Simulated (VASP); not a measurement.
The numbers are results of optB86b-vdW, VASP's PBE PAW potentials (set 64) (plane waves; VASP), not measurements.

VASP ran on this input.

INCAR:
```
LASPH=.TRUE.
PARAM2=1.0
ALGO=Normal   ! blocked Davidson
EDIFF=1E-6
ISMEAR=0   ! Gaussian
LWAVE=.FALSE.
ISIF=3   ! ions, shape and volume
ENCUT=520
PARAM1=0.1234
LMAXMIX=4   ! l cut-off of mixed one-centre charges
AGGAC=0.0
LREAL=.FALSE.   ! projection in real space or not
NELM=100
GGA=MK
SYSTEM=CsCl
LUSE_VDW=.TRUE.
IBRION=2   ! conjugate gradients
NSW=60
EDIFFG=-0.01   ! ionic stop
PREC=Accurate
LCHARG=.FALSE.
SIGMA=0.05
```

### KPOINTS
```
Automatic mesh
0
Gamma
6 6 6
0 0 0
```

**POSCAR**
```
CsCl
1
    4.0905082695     0.0000000000    -0.0000000000
   -0.0000000000     4.0905082695    -0.0000000000
    0.0000000000     0.0000000000     4.0905082695
Cs Cl
1 1
Direct
  0.0000000000   0.0000000000   0.0000000000
  0.5000000000   0.5000000000   0.5000000000
```

POTCAR, in this order: Cs_sv Cl (PBE.64 set). Program: vasp_std.

Problem. What will the output report for the number of irreducible k-points (NKPTS), largest plane-wave count, number of space-group operations, FFT grid (NGX, NGY, NGZ)?

Solution. 
```json
{
  "number of irreducible k-points (NKPTS)": "20",
  "largest_plane_wave_count": "1856",
  "number_of_space_group_operations": "48",
  "FFT grid (NGX, NGY, NGZ)": "30 × 30 × 30"
}
```

The compound is CsCl in the CsCl type structure. It was relaxed first. The start is the result of an earlier pass.
